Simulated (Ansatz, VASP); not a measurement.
## C ((11,0) graphene nanotube bundle) in two plane-wave programs

Wanted: the spread between two codes on one cell, functional and k mesh. The cell is taken from a series of runs on this material, whose earlier steps may have relaxed, scaled, displaced or heated it; both programs get it as it stands.

Method: plane waves, with VASP 6.6.1 beside it; PBEsol, in Ansatz 0.2.0.

## (1) The structure

The cell holds 176 atoms: 176 C. Its edges and angles: a = 11.913 Å, b = 11.913 Å, c = 17.043 Å, α = 90.0°, β = 90.0°, γ = 120.0°. It derives from C (graphene). As first built, before any earlier steps moved the atoms or strained the cell (in the runner's words): graphene sheet (a = 2.46 A) rolled into an (11,0) tube of diameter 8.61 A, 4 periods, hexagonal bundle with 3.3 A between walls; then minimised and run for 3 ps at 600 K (NVT) with a classical potential, last frame taken. The structure's axis is c.

## (2) VASP: single point, PBEsol

A single point takes one fixed geometry, so differences don't come from the geometry; what else differs is listed under the comparison.

Lines of VASP's logs that name or quote its potential files are left out, and so is its time.

Input file INCAR:

```
SYSTEM = C
PREC = Accurate
ENCUT = 600
EDIFF = 1E-06
NELM = 120
ISMEAR = 0
SIGMA = 0.05
LREAL = Auto
ALGO = Normal
GGA = PS
NBANDS = 475
LORBIT = 11
LWAVE = .FALSE.
LCHARG = .FALSE.
ISIF = 2
LASPH = .TRUE.
GGA_COMPAT = .FALSE.
EFERMI = MIDGAP
```

Input file POSCAR:

```
C
1.0
   11.9134700000      0.0000000000      0.0000000000
   -5.9567300000     10.3173600000      0.0000000000
    0.0000000000      0.0000000000     17.0433800000
C
176
Direct
    0.2325300000      0.8022000000      0.0790200000
    0.2944800000      0.9207400000      0.0415900000
    0.3486000000      0.0359600000      0.0782700000
    0.3940600000      0.1531800000      0.0405600000
    0.3180700000      0.9248100000      0.2060400000
    0.3632800000      0.0407100000      0.1608500000
    0.4012400000      0.2629700000      0.0828700000
    0.3703300000      0.3448000000      0.0425400000
    0.3964700000      0.1513500000      0.2051400000
    0.4194800000      0.2699600000      0.1659100000
    0.3056200000      0.3948200000      0.0863100000
    0.2154700000      0.4087800000      0.0437100000
    0.3921300000      0.3568900000      0.2062600000
    0.3084500000      0.3944500000      0.1668400000
    0.1098000000      0.3969000000      0.0818000000
    0.9886700000      0.3511100000      0.0406800000
    0.2236000000      0.4233100000      0.2083400000
    0.1136100000      0.4068100000      0.1627800000
    0.8777700000      0.2763200000      0.0869200000
    0.7609100000      0.1939500000      0.0446200000
    0.9946800000      0.3492900000      0.2075500000
    0.8763900000      0.2690300000      0.1709100000
    0.6776400000      0.0738600000      0.0818500000
    0.6072400000      0.9537700000      0.0421900000
    0.7648700000      0.1806600000      0.2121200000
    0.6671800000      0.0697400000      0.1662000000
    0.5780000000      0.8355000000      0.0848900000
    0.6004500000      0.7480200000      0.0419000000
    0.5925000000      0.9483400000      0.2071700000
    0.5753800000      0.8367600000      0.1712400000
[... 140 atom lines left out ...]
    0.0119400000      0.6217800000      0.8306700000
    0.1347700000      0.6976300000      0.7905200000
    0.8936500000      0.5822700000      0.9537400000
    0.0128900000      0.6149200000      0.9160500000
    0.1363000000      0.6904700000      0.9558000000
    0.2352100000      0.8125900000      0.9165700000
```

Input file KPOINTS:

```
Automatic mesh
0
Gamma
1 1 1
0 0 0
```

Potentials, in the order of the species: C (PBE family, release 64).

The run is started by

```sh
$ export OMP_NUM_THREADS=3
$ mpirun -np 1 vasp_gam
```

Numbers of over 12 decimals in the logs are rounded to 6 here.

Log:

```text
[banner, memory and clock lines left out]
running    1 mpi-ranks, on    1 nodes
[...]
Offloading initialized ...    1 GPUs detected
[...]
|                                                                             |
|               ----> ADVICE to this user running VASP <----                  |
|                                                                             |
|     You enforced a specific xc type in the INCAR file but a different       |
|     [... a line on the potential file left out ...]
|     I HOPE YOU KNOW WHAT YOU ARE DOING!                                     |
|                                                                             |

 LDA part: xc-table for (Slater+PW92), standard interpolation
 POSCAR, INCAR and KPOINTS ok, starting setup
[...]
entering main loop
       N       E                     dE             d eps       ncg     rms          rms(c)
DAV:   1     0.652182875656E+04    0.65218E+04   -0.41647E+05   966   0.159E+03
DAV:   2    -0.994707416871E+03   -0.75165E+04   -0.71067E+04  1329   0.357E+02
DAV:   3    -0.175042430471E+04   -0.75572E+03   -0.74444E+03  1124   0.116E+02
DAV:   4    -0.177490712414E+04   -0.24483E+02   -0.24364E+02  1180   0.231E+01
[...]
DAV:  18    -0.166238473558E+04   -0.61344E-05   -0.46619E-06   860   0.355E-03    0.148E-03
DAV:  19    -0.166238473724E+04   -0.16604E-05   -0.56744E-07   724   0.128E-03    0.965E-04
DAV:  20    -0.166238473739E+04   -0.15409E-06   -0.15220E-07   700   0.704E-04
   1 F= -.16623847E+04 E0= -.16623847E+04  d E =-.580893E-12
```

OUTCAR, selected parts (step 2):

```text
  FREE ENERGIE OF THE ION-ELECTRON SYSTEM (eV)
  ---------------------------------------------------
  free  energy   TOTEN  =     -1662.3847373896 eV

  energy  without entropy=    -1662.3847373896  energy(sigma->0) =    -1662.38473739
```

The run ends at a pressure of 3.18 GPa, with forces up to 5.4 eV/Å.

## (3) Ansatz: single point, PBEsol

Ansatz runs on its default PAW (the set named soft_2) files.

The same cell, functional, mesh and smearing now go to Ansatz, which takes its cutoff from its data sets.

Input file input.yaml:

```yaml
crystal:
  lattice:
    - [11.91347, 0.0, 0.0]
    - [-5.95673, 10.31736, 0.0]
    - [0.0, 0.0, 17.04338]
  atoms:
    - { symbol: C, position: [0.23253, 0.8022, 0.07902] }
    - { symbol: C, position: [0.29448, 0.92074, 0.04159] }
    - { symbol: C, position: [0.3486, 0.03596, 0.07827] }
    - { symbol: C, position: [0.39406, 0.15318, 0.04056] }
    - { symbol: C, position: [0.31807, 0.92481, 0.20604] }
    - { symbol: C, position: [0.36328, 0.04071, 0.16085] }
    - { symbol: C, position: [0.40124, 0.26297, 0.08287] }
    - { symbol: C, position: [0.37033, 0.3448, 0.04254] }
    - { symbol: C, position: [0.39647, 0.15135, 0.20514] }
    - { symbol: C, position: [0.41948, 0.26996, 0.16591] }
    - { symbol: C, position: [0.30562, 0.39482, 0.08631] }
    - { symbol: C, position: [0.21547, 0.40878, 0.04371] }
    - { symbol: C, position: [0.39213, 0.35689, 0.20626] }
    - { symbol: C, position: [0.30845, 0.39445, 0.16684] }
    - { symbol: C, position: [0.1098, 0.3969, 0.0818] }
    - { symbol: C, position: [0.98867, 0.35111, 0.04068] }
    - { symbol: C, position: [0.2236, 0.42331, 0.20834] }
    - { symbol: C, position: [0.11361, 0.40681, 0.16278] }
    - { symbol: C, position: [0.87777, 0.27632, 0.08692] }
    - { symbol: C, position: [0.76091, 0.19395, 0.04462] }
    - { symbol: C, position: [0.99468, 0.34929, 0.20755] }
    - { symbol: C, position: [0.87639, 0.26903, 0.17091] }
    - { symbol: C, position: [0.67764, 0.07386, 0.08185] }
    - { symbol: C, position: [0.60724, 0.95377, 0.04219] }
    - { symbol: C, position: [0.76487, 0.18066, 0.21212] }
    - { symbol: C, position: [0.66718, 0.06974, 0.1662] }
    - { symbol: C, position: [0.578, 0.8355, 0.08489] }
    - { symbol: C, position: [0.60045, 0.74802, 0.0419] }
    - { symbol: C, position: [0.5925, 0.94834, 0.20717] }
    - { symbol: C, position: [0.57538, 0.83676, 0.17124] }
[... 140 atom lines left out ...]
    - { symbol: C, position: [0.01194, 0.62178, 0.83067] }
    - { symbol: C, position: [0.13477, 0.69763, 0.79052] }
    - { symbol: C, position: [0.89365, 0.58227, 0.95374] }
    - { symbol: C, position: [0.01289, 0.61492, 0.91605] }
    - { symbol: C, position: [0.1363, 0.69047, 0.9558] }
    - { symbol: C, position: [0.23521, 0.81259, 0.91657] }
kpoints:
  mp_grid: { grid: [1, 1, 1] }
hamiltonian:
  xc: pbesol
scf:
  occupations: { method: gaussian, width: 0.05 }
output:
  forces: true
  stress: true
  populations: true
  dos:
    method: { smearing: { sigma: 0.15 } }
    de: 0.1
    projected: { site_lists: { C: [C] } }
  eigenvalues: true
```

The run is started by

```sh
$ ansatz run input.yaml --threads 4 --pin off --max-ram 8192MiB --backend cpu --events-out ev --progress --plain --runs-dir out
```

Log:

```text
Engine: ansatz 0.2.0, aarch64-unknown-linux-gnu
Pseudopotentials: kind: paw
Pseudopotential: C, paw, valence charge 4, recommended cutoff 420 eV (normal), C.paw.azcp
Functional definition: PBEsol
  exchange = pbesol_x
  correlation = pbesol_c
Crystal: 176 atoms, lattice volume = 2094.897 Å³
Basis set: ecut = 420 eV, 41001 PW (Γ), exchange–correlation on 160×160×240 points (8 copies of the dense FFT grid, shifted against one another)
Bands: 528, of which v1, the nominal top of the filled ones, is band 352 counted from 1 (351 counted from 0)
Symmetry: 1 space group operations
Space group: P1 (ITA 1), of the structure as read, at distance tolerance 1.3e-4 Å
k-points: 1
Non-local potential: C, projectors of the file, l = 0: 2, l = 1: 2, l = 2: 1
PAW form: soft (Blöchl's): semilocal exchange-correlation on the pseudo side does not see the compensation charge
PAW frozen core: C, regenerated for the run's functional, and the local potential with it (the file was generated under x = pbe(κ = 0.804, μ = 0.219515), c = pbe(β = 0.066725))
PAW one-centre angular grid: C, 110 points (default); XC on 64 Gauss nodes
Initial density: superposition of atomic densities (neutral atoms: chi_scale 0, normalization atom), corrected by the library's trained network
Initial wavefunctions: pseudopotential atomic-orbital guess
Functional: x = pbesol(κ = 0.804, μ = 0.123457), c = pbesol(β = 0.046)
SCF iter   1: F=—  HF=-43382.023885 eV  |F-HF|=—  |Δ(HF+E_count)|=         —  Δρ=4.60e-3  dr2=5.09e-1  ethr=1.77e-3  ⟨swp⟩=7.0  Hψ=2641  notcnv=0  defer=147
preconditioner: auto → Resta (q_TF=auto, 2.275 Å⁻¹)  ε∞=3.1  [insulator: Δε(μ)=0.504 eV  Ē_g=14.997 eV  σ=0.050 eV  W_gap=1.00  n_scr=426 (ndim 8)  ℏωp=21.5 eV  f_vac=0.270  D(μ)=0.00/eV (n_scr^D=0)  ε∞_Penn≈3.1  vacuum switching on, ρ_ref=1.6e-2 e/Å³]
SCF iter   2: F=—  HF=-43382.035557 eV  |F-HF|=—  |Δ(HF+E_count)|=   1.17e-2  Δρ=2.24e-3  dr2=1.20e-1  ethr=7.23e-5  ⟨swp⟩=2.0  Hψ=699  notcnv=0  defer=165
SCF iter   3: F=—  HF=-43382.076271 eV  |F-HF|=—  |Δ(HF+E_count)|=   4.07e-2  Δρ=1.13e-3  dr2=9.10e-2  ethr=1.70e-5  ⟨swp⟩=2.0  Hψ=585  notcnv=0  defer=165
SCF iter   4: F=—  HF=-43382.085427 eV  |F-HF|=—  |Δ(HF+E_count)|=   9.16e-3  Δρ=4.27e-4  dr2=8.47e-3  ethr=1.29e-5  ⟨swp⟩=2.0  Hψ=451  notcnv=0  defer=165
SCF iter   5: F=—  HF=-43382.090260 eV  |F-HF|=—  |Δ(HF+E_count)|=   4.83e-3  Δρ=1.85e-4  dr2=1.35e-3  ethr=1.20e-6  ⟨swp⟩=2.0  Hψ=569  notcnv=0  defer=165
SCF iter   6: F=—  HF=-43382.091203 eV  |F-HF|=—  |Δ(HF+E_count)|=   9.43e-4  Δρ=7.62e-5  dr2=2.79e-4  ethr=1.92e-7  ⟨swp⟩=2.0  Hψ=576  notcnv=0  defer=165
SCF iter   7: F=—  HF=-43382.091298 eV  |F-HF|=—  |Δ(HF+E_count)|=   9.47e-5  Δρ=3.18e-5  dr2=5.49e-5  ethr=3.97e-8  ⟨swp⟩=3.0  Hψ=713  notcnv=0  defer=165
SCF iter   8: F=—  HF=-43382.093194 eV  |F-HF|=—  |Δ(HF+E_count)|=   1.90e-3  Δρ=2.07e-5  dr2=6.97e-5  ethr=7.80e-9  ⟨swp⟩=2.0  Hψ=692  notcnv=0  defer=167
SCF iter   9: F=—  HF=-43382.093191 eV  |F-HF|=—  |Δ(HF+E_count)|=   3.13e-6  Δρ=7.91e-6  dr2=3.54e-6  ethr=7.80e-9  ⟨swp⟩=2.0  Hψ=437  notcnv=0  defer=167
SCF iter  10: F=—  HF=-43382.093191 eV  |F-HF|=—  |Δ(HF+E_count)|=   1.91e-7  Δρ=3.42e-6  dr2=4.11e-7  ethr=5.03e-10  ⟨swp⟩=2.0  Hψ=576  notcnv=0  defer=167
SCF iter  11: F=-43382.093191 eV  HF=-43382.093191 eV  |F-HF|=1.72e-8  |Δ(HF+E_count)|=   6.38e-8  Δρ=1.51e-6  dr2=4.80e-8  ethr=1.42e-11  ⟨swp⟩=24.0  Hψ=4152  notcnv=0
SCF 1 converged in 11 iterations: F = -43382.093191 eV  dr2 = 4.80e-8
  greatest PAW one-centre occupation: 0.703 electrons in one spin orbital (limit 2), on the C atom at site 1 (counted from 0), in its partial waves of l = 0
SCF converged after 11 iterations
Free energy (F): -43382.093191 eV
Harris-Foulkes:  -43382.093191 eV  (|F-HF|=1.72e-8)
Internal energy: -43382.093191 eV  (E = F + TS)
E sigma→0 (E₀):  -43382.093191 eV
Fermi energy:    4.151799 eV
--- Per-component energies (eV) ---
  E_band       = -3580.256445
  E_kinetic    = 16029.912222
  E_local      = -52608.486036  (includes V_loc(G=0)·N_el)
  E_nonlocal   = 4840.387408
  E_hartree    = 19899.808938
  E_xc         = -8380.738973
  E_vxc        = -10415.218415  (∫ρ·V_xc dr)
  E_paw        = -16807.216487  (= ΣΔE_a)
  E_vpaw       = -1226.460411  (= ΣTr[D̂ρ^β])
  E_aug_tail   = 0.001501  (compensation charges beyond the density's cutoff)
  E_ewald      = -6359.475453
  E_core_change = 3.713689  (= ΣΔE_core)
  E_smearing   = -0.000000  (= −TS)
  E_closure    = 0.000000  (closes the sum)
  Σ components = -43382.093191   (vs F -43382.093191, Δ=0.00e0)
--- Forces (eV/Å), atoms counted from 1 ---
  atom   1  C      0.01684351     0.77618055     2.36146743
  atom   2  C      1.12618915    -0.48156373    -0.58963731
  atom   3  C      1.22253721     1.80148102     3.56957880
  atom   4  C     -0.55174402     2.18570535     1.32475489
  atom   5  C     -1.56944206    -0.91259185    -1.82337246
[...]
--- Löwdin populations: 176 sites ---
  site symbol       q [e]
     0      C      3.9623
     1      C      3.9530
     2      C      3.9623
     3      C      3.9516
     4      C      3.9699
     5      C      3.9619
     6      C      3.9511
     7      C      3.9601
     8      C      3.9605
     9      C      3.9675
    10      C      3.9588
    11      C      3.9520
    12      C      3.9753
    13      C      3.9590
    14      C      3.9597
    15      C      3.9681
    16      C      3.9613
    17      C      3.9692
    18      C      3.9501
    19      C      3.9729
    20      C      3.9619
    21      C      3.9632
    22      C      3.9593
    23      C      3.9690
[...]
168      C      3.9714
   169      C      3.9536
   170      C      3.9608
   171      C      3.9737
   172      C      3.9756
   173      C      3.9642
   174      C      3.9833
   175      C      3.9593
  spilling = 0.009630 (of n_electrons = 704.000000)
```

In the SCF lines HF is the Harris–Foulkes energy and dr2 the Hartree energy of the density residual, in eV; the loop may stop once dr2 is under the threshold and the program's other checks hold. Hψ counts applications of the Hamiltonian.

## (4) Comparison

Known differences besides the potentials themselves: the cutoff is 420 eV in Ansatz and 600 eV in VASP (PREC = Accurate, projectors in real space); Ansatz makes its cores anew for this functional, VASP keeps those of its PBE data sets. Total energies have different zeros and are not compared.

Both answers:

```tsv
quantity	Ansatz	VASP	difference
pressure (GPa)	2.98	3.18	-0.19
gap on the k mesh (eV)	0.503	0.503	0.000
```

Forces on 10 of the 176 atoms, those with the largest forces and the largest differences (eV/Å; atoms numbered as in POSCAR):

```tsv
atom	Ansatz x, y, z	VASP x, y, z
C30	-1.816, 1.431, -4.899	-1.832, 1.421, -4.913
C49	1.528, 2.362, 3.557	1.540, 2.372, 3.576
C66	-3.373, -1.215, -3.353	-3.378, -1.217, -3.357
C78	-4.807, 1.067, -0.070	-4.828, 1.076, -0.069
C80	-1.671, -1.441, 4.471	-1.677, -1.451, 4.471
C88	-2.108, 0.805, -0.717	-2.087, 0.777, -0.727
C113	-2.482, -2.795, -2.601	-2.498, -2.801, -2.596
C117	1.562, -1.484, 0.770	1.545, -1.516, 0.771
C137	1.404, -0.658, -4.782	1.406, -0.659, -4.797
C138	-0.611, -2.513, -3.716	-0.589, -2.523, -3.746
```

The forces differ by 12 meV/Å r.m.s., which is 0.8 % of the r.m.s. force of 1.508 eV/Å (both taken over all components). A gap on the mesh is an upper bound, since the band edges may lie between its points. Where the cell holds vacuum, a pressure given here is an average over it and none of the material.

## (5) Outcome

- r.m.s. force difference (single point, PBEsol): 0.81 % of the r.m.s. force

**Reading.** The r.m.s. force difference is 0.81 % of the r.m.s. force (single point, PBEsol), within the 3 % picked in this series as the mark of a large difference. How closely two codes agree says nothing of how well the functional describes the real material.

[Lines on the potential files, build, host, timing and source positions are cut from VASP's logs without a mark.]

[Logs are printed without paths, hosts, clocks, repeated set-up lines and the standing remarks that a program may print on its own settings, such as how far it seeks lower states.]

[Hosts, paths, dates, database ids (printed as entryN), source tags and the programs' standing remarks are cut or masked in the printed files.]
